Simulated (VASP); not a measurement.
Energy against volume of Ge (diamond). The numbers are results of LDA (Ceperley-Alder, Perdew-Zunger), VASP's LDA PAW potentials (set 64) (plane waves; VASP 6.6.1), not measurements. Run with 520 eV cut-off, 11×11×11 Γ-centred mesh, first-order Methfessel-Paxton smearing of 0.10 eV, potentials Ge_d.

```
V (Å³/atom)  E (eV/atom)
-----------  -----------
20.915          -5.17456
21.583          -5.19022
22.250          -5.19508
22.918          -5.19099
```

Fit these four points and predict the energy of the run at 23.585 Å³/atom.

A cubic in V^(−2/3), the third-order Birch-Murnaghan form, passes through the four points with V0 = 22.26 Å³/atom and B0 = 71 GPa, and gives -5.1795 eV/atom there. The run gave -5.1793 eV/atom, +0.2 meV/atom from the fit; all five points give B0 = 72 GPa.

The compound is Ge in the diamond structure. It was relaxed first.
